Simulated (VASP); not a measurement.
Given:

```
In2SrTe4
1.0
   -4.16026     4.16026     3.44972
    4.16026    -4.16026     3.44972
    4.16026     4.16026    -3.44972
Sr In Te
1 2 4
Direct
  0.50000   0.50000   0.00000
  0.25000   0.75000   0.50000
  0.75000   0.25000   0.50000
  0.83518   0.29282   0.12800
  0.16482   0.70718   0.87200
  0.29282   0.16482   0.45764
  0.70718   0.83518   0.54236
```

Calculation: LDA (Ceperley-Alder, Perdew-Zunger), VASP's LDA PAW potentials (set 64) (plane waves; VASP). Numerical set-up: 400 eV cut-off, Gaussian smearing of 0.050 eV, potentials Sr_sv In_d Te.

Unless said otherwise, spin-orbit coupling is left out, though it shifts the bands of the heavy elements here.

Task: Estimate the band gap (along the path) with the smallest direct gap where there is one.

Result: 
The band gap (along the path) comes out as 0.69 eV and the smallest direct gap (along the path) is 1.38 eV.

The absolute energy has meaning only against runs of the same code, potentials and settings.

The structure comes from a computed database's In2SrTe4 entry (I4/m); how it stands against other phases isn't given here. It was relaxed first, which changed the volume by -15 %.
